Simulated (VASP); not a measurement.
Data:

```yaml
crystal:
  lattice:
    - [0.00000, 2.94390, 2.94390]
    - [2.94390, 0.00000, 2.94390]
    - [2.94390, 2.94390, 0.00000]
  atoms:
    - { symbol: Hg, position: [0.00000, 0.00000, 0.00000] }
    - { symbol: S, position: [0.25000, 0.25000, 0.25000] }
```

The numbers are results of PBEsol GGA, VASP's PBE PAW potentials (set 64) (plane waves; VASP 6.6.1), not measurements. Settings: 400 eV cut-off, Gaussian smearing of 0.050 eV, potentials Hg S.

### Question
Give the energies of bands 2 to 11 at the high-symmetry points, in eV from the Fermi level.

### Answer

```
band      Γ      X      U      L      W
----  -----  -----  -----  -----  -----
2     -7.01  -6.88  -6.77  -6.81  -6.68
3     -7.01  -6.40  -6.51  -6.81  -6.54
4     -7.01  -6.40  -6.32  -6.06  -6.25
5     -6.13  -5.97  -6.05  -6.06  -6.19
6     -6.13  -5.71  -5.51  -5.74  -5.38
7     -0.57  -4.83  -5.07  -5.47  -5.11
8      0.00  -2.29  -2.84  -0.96  -2.78
9      0.00  -2.29  -1.85  -0.96  -2.30
10     0.00   3.13   3.24   1.50   3.74
11     5.96   3.32   4.62   6.69   5.21
```

It has no gap at this level: it comes out as a metal or semimetal.

The structure was generated: HgS was put into the zinc blende type (F-43m), which need not be its known phase. It was relaxed first, which changed the volume by +24 %.
